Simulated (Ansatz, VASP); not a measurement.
**SrTl in VASP and in Ansatz**

```xyz
2
Lattice="3.5194 0.0000 0.0000 0.0000 3.5194 0.0000 0.0000 0.0000 3.5194" Properties=species:S:1:pos:R:3 pbc="T T T"
Sr    0.0000    0.0000    0.0000
Tl    1.7597    1.7597    1.7597
```

Change from the starting cell: volume scaled by 0.65, PAW files.

Alike in both runs: task electric field gradients; functional LDA; k mesh 9 × 9 × 9; occupations fermi-dirac, width 0.05 eV; no spin polarisation.

|  | VASP | Ansatz |
| --- | --- | --- |
| version | VASP 6.6.1 | Ansatz 0.2.0 |
| potentials or method | VASP PAW LDA potentials, release 64 (Sr_sv, Tl_d) | PAW with Ansatz's default frozen-core files, scalar-relativistic |
| plane-wave cutoff (eV) | 520 | 420 |
| valence electrons in the cell | 23 | 23 |

```csv
,VASP,Ansatz,Ansatz less VASP
pressure (GPa),28.5,27.9,-0.64
Vzz of the field gradient on the site that differs most (V/Å²),0.0,0.0,0.00
```

Ansatz warned: «gradients_without_spin_orbit».

Caveats: so large a pressure means that the cell lies far from this level's equilibrium, or that cutoff or potentials fall short (VASP). The runs have no spin-orbit coupling, so splittings on Tl are missing.
